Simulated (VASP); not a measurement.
Runs of VASP 6.6.1 on SrTiO3 (Tausonite). It takes space group Pm-3m (No. 221, cubic). The conventional cell has a = 3.932 Å, b = 3.932 Å, c = 3.932 Å, α = 90.00°, β = 90.00°, γ = 90.00°. Sr (site symmetry m-3m) has 12 O at 2.78 Å as nearest neighbours. Around Ti (site symmetry m-3m) lie 6 O at 1.97 Å. O (site symmetry 4/mmm) is surrounded by 2 Ti at 1.97 Å. 

```tsv
cell	gap on the mesh (eV)
atoms relaxed from: a relaxed cell with its volume scaled by 0.98	1.83
atoms relaxed from: a relaxed cell with its volume scaled by 1.02	(b)
atoms relaxed from: a relaxed cell with its volume scaled by 0.94	1.91
atoms relaxed	1.80
atoms relaxed from: a relaxed cell with its volume scaled by 1.04	(a)
```

Alike in all rows: task relaxation of the atoms; level PBE; potentials or basis VASP PAW PBE potentials, release 64 (Sr_sv, Ti_sv, O_s); no spin polarisation; k mesh 4 × 4 × 4; cutoff (eV) 300; smearing gaussian 0.03 eV.

Fill in the values left out.

(a) 1.72; (b) 1.76.

Caveats: the relaxation stopped at its first step, so nothing moved.

A k mesh can miss the band edges, and the runs leave out spin-orbit coupling on Sr.
